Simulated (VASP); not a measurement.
Set up this calculation in VASP 6.6.1, as the native input.

```
Task                   : electron localisation function
Functional             : PBE
Potentials or basis    : VASP PAW PBE potentials, release 64 (F, Al, Se, H)
Cutoff                 : 520 eV
k mesh                 : 1 × 1 × 1
Occupations            : gaussian, width 0.01 eV
Spin                   : no spin polarisation
Further INCAR settings : ALGO = Normal; EDIFF = 1e-07
```

The structure of FAlSeH2 lies in POSCAR:

```
AlH2SeF
1.0
   12.0000000000      0.0000000000      0.0000000000
    0.0000000000     13.0000000000      0.0000000000
    0.0000000000      0.0000000000     13.0000000000
F Al Se H
1 1 1 2
Direct
    0.4051041700      0.4549846200      0.6203846200
    0.4737625000      0.4686230800      0.5115769200
    0.5537958300      0.6272461500      0.4844461500
    0.4810291700      0.3759846200      0.4343692300
    0.5970625000      0.5915000000      0.3848461500
```

The input as run:

INCAR

```
ALGO = Normal
EDIFF = 1E-7
ENCUT = 520
GGA = PE
ISIF = 2
ISMEAR = 0
LASPH = T
LCHARG = T
LELF = T
LREAL = F
LWAVE = F
NELM = 60
PREC = Accurate
SIGMA = 0.01
```

KPOINTS

```
k-points
0
Gamma
  1 1 1
```

Potentials or basis: VASP PAW PBE potentials, release 64 (F, Al, Se, H).

Run with:

```bash
$ cat potpaw_PBE.64/F/POTCAR potpaw_PBE.64/Al/POTCAR potpaw_PBE.64/Se/POTCAR potpaw_PBE.64/H/POTCAR > POTCAR
$ mpirun -np 1 vasp_gam > vasp.out
```

It gave:

```
Largest force                   : 0.582 eV/Å
Gap between the frontier levels : 4.67 eV
```

Wall time 2.9 min on 1 thread of Intel(R) Xeon(R) Platinum 8375C CPU @ 2.90GHz (Ice Lake), with other jobs on the host, peak memory 1.5 GiB.
